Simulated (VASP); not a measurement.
Input of a VASP 6.6.1 run:

INCAR

```
ALGO = Normal
EDIFF = 1E-6
ENCUT = 520
GGA = PE
ISIF = 2
ISMEAR = -1
LASPH = True
LCHARG = False
LREAL = False
LWAVE = False
NBANDS = 26
NELM = 100
PREC = Accurate
SIGMA = 0.1
```

KPOINTS

```
k-points
0
Gamma
  4 4 4
```

POSCAR

```
AlPt3C
1.0
    4.1851500000      0.0000000000      0.0000000000
    0.0000000000      4.1851500000      0.0000000000
    0.0000000000      0.0000000000      4.1851500000
Al Pt C
1 3 1
Direct
   -0.0300498655     -0.0073491855     -0.0119286495
   -0.0049250554      0.4887594220      0.4751800949
    0.4914219193     -0.0131873728      0.5153296658
    0.5009903472      0.4957036080     -0.0011956922
    0.4862139195      0.4858154976      0.5032036173
```

Potentials or basis: VASP PAW PBE potentials, release 64 (Al, Pt, C).

The run is started by

```console
$ cat potpaw_PBE.64/Al/POTCAR potpaw_PBE.64/Pt/POTCAR potpaw_PBE.64/C/POTCAR > POTCAR
$ mpirun -np 1 vasp_std > vasp.out
```

(1) Predict the band gap on the k mesh.

(2) Predict the largest force.

(3) Estimate the pressure.

Answers

(1) none (metal or under the smearing width).

(2) 0.634 eV/Å.

(3) -0.8 GPa.

Caveat: the k mesh is coarse (spacing up to 0.38 Å⁻¹), so the values aren't converged.
